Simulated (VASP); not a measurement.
Method: LDA (Ceperley-Alder, Perdew-Zunger), VASP's LDA PAW potentials (set 64) (plane waves; VASP).

VASP ran on this input.

POSCAR:
```
TiAl
1
    2.7671388120     0.0000000000     0.0000000000
    0.0000000000     2.7671388120     0.0000000000
    0.0000000000    -0.0000000000     3.9877426378
Ti Al
1 1
Direct
  0.5000000000   0.5000000000   0.5000000000
  0.0000000000   0.0000000000   0.0000000000
```

### INCAR
```
SYSTEM = TiAl
PREC = Accurate
ENCUT = 400
EDIFF = 1E-7
NELM = 100
ALGO = Normal
LREAL = .FALSE.
LASPH = .TRUE.
ISMEAR = 0
SIGMA = 0.05
LMAXMIX = 4
LWAVE = .FALSE.
LCHARG = .FALSE.
LORBIT = 11
ICHARG = 11
```

### KPOINTS
```
k-points along high-symmetry lines
10
Line-mode
Reciprocal
  0.000000   0.000000   0.000000 ! GAMMA
  0.000000   0.500000   0.000000 ! X

  0.000000   0.500000   0.000000 ! X
  0.500000   0.500000   0.000000 ! M

  0.500000   0.500000   0.000000 ! M
  0.000000   0.000000   0.000000 ! GAMMA

  0.000000   0.000000   0.000000 ! GAMMA
  0.000000   0.000000   0.500000 ! Z

  0.000000   0.000000   0.500000 ! Z
  0.000000   0.500000   0.500000 ! R

  0.000000   0.500000   0.500000 ! R
  0.500000   0.500000   0.500000 ! A

  0.500000   0.500000   0.500000 ! A
  0.000000   0.000000   0.500000 ! Z

  0.000000   0.500000   0.000000 ! X
  0.000000   0.500000   0.500000 ! R

  0.500000   0.500000   0.000000 ! M
  0.500000   0.500000   0.500000 ! A
```

POTCAR, in this order: Ti_sv Al (LDA.64 set). Program: vasp_std. Read from the step before: CHGCAR.

Output of the run:

OSZICAR:
```
       N       E                     dE             d eps       ncg     rms          rms(c)
DAV:   1     0.908598393962E+02    0.90860E+02   -0.68751E+03  1988   0.116E+03
DAV:   2    -0.367407080470E+01   -0.94534E+02   -0.91417E+02  2041   0.312E+02
DAV:   3    -0.131058521643E+02   -0.94318E+01   -0.91898E+01  3565   0.874E+01
DAV:   4    -0.137349435923E+02   -0.62909E+00   -0.62483E+00  2433   0.178E+01
DAV:   5    -0.137640373123E+02   -0.29094E-01   -0.29067E-01  2752   0.355E+00
DAV:   6    -0.137648964452E+02   -0.85913E-03   -0.85912E-03  2458   0.527E-01
DAV:   7    -0.137649280035E+02   -0.31558E-04   -0.31559E-04  2861   0.823E-02
DAV:   8    -0.137649291461E+02   -0.11426E-05   -0.11426E-05  2484   0.116E-02
DAV:   9    -0.137649291800E+02   -0.33916E-07   -0.34840E-07  1909   0.158E-03
   1 F= -.13764929E+02 E0= -.13762887E+02  d E =-.408339E-02
```

### OUTCAR
```
 val. band max:        8.4872152344   @ k =   0.2222   0.2222   0.0000

 cond. band min:       8.4968057223   @ k =   0.4444   0.5000   0.0000



 k-point     1 :       0.0000    0.0000    0.0000
  band No.  band energies     occupation
      1     -47.0730      2.00000
      2     -23.8707      2.00000
      3     -23.3690      2.00000
      4     -23.3690      2.00000
      5      -0.5134      2.00000
      6       6.7500      2.00000
      7       7.8030      2.00000
      8       8.5055      0.72941
      9      11.0062      0.00000
     10      11.0062      0.00000
     11      12.2050      0.00000

 k-point     2 :       0.0000    0.0556    0.0000
  band No.  band energies     occupation
      1     -47.0708      2.00000
      2     -23.8685      2.00000
      3     -23.3875      2.00000
      4     -23.3674      2.00000
      5      -0.4500      2.00000
      6       6.8031      2.00000
      7       7.8306      2.00000
      8       8.4359      1.89521
      9      11.0175      0.00000
     10      11.0860      0.00000
     11      12.1379      0.00000

 k-point     3 :       0.0000    0.1111    0.0000
  band No.  band energies     occupation
      1     -47.0640      2.00000
      2     -23.8621      2.00000
      3     -23.4406      2.00000
      4     -23.3628      2.00000
      5      -0.2606      2.00000
      6       6.9540      2.00000
      7       7.9020      2.00000
      8       8.2508      2.00000
      9      11.0503      0.00000
     10      11.3058      0.00000
     11      11.9541      0.00000

 k-point     4 :       0.0000    0.1667    0.0000
  band No.  band energies     occupation
      1     -47.0539      2.00000
      2     -23.8523      2.00000
      3     -23.5213      2.00000
      4     -23.3558      2.00000
      5       0.0512      2.00000
      6       7.1760      2.00000
      7       7.9726      2.00000
      8       7.9985      2.00000
      9      11.1011      0.00000
     10      11.6295      0.00000
...
```

The density is held fixed in this step, so its total energy and stress have no physical meaning.

The structure comes from a computed database's TiAl entry (P4/mmm); how it stands against other phases isn't given here. It was relaxed first. The electron count is odd and the run is not spin-polarised, which forces a metal.
